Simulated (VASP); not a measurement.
Consider the following.

```
CdTe
1.0
    0.00000     3.30382     3.30382
    3.30382     0.00000     3.30382
    3.30382     3.30382     0.00000
Cd Te
1 1
Cartesian
  0.00000   0.00000   0.00000
  1.65191   1.65191   1.65191
```

All values below come from PBE GGA, VASP's PBE PAW potentials (set 64) (plane waves; VASP). Settings: 350 eV cut-off, 6×6×6 Γ-centred mesh, Gaussian smearing of 0.050 eV, potentials Cd Te.

Unless said otherwise, spin-orbit coupling is left out, though it shifts the bands of the heavy elements here.

Problem. Predict the energy per atom (σ→0), band gap (on the k-mesh) with the smallest direct gap where there is one.

Solution. 
The band gap (on the k-mesh) comes out as 0.59 eV. The smallest direct gap (on the k-mesh) is 0.59 eV and the energy per atom (σ→0) is -2.402 eV/atom.

The absolute energy has meaning only against runs of the same code, potentials and settings.

The compound is CdTe in the zinc blende structure. It was relaxed first, which changed the volume by +6 %.
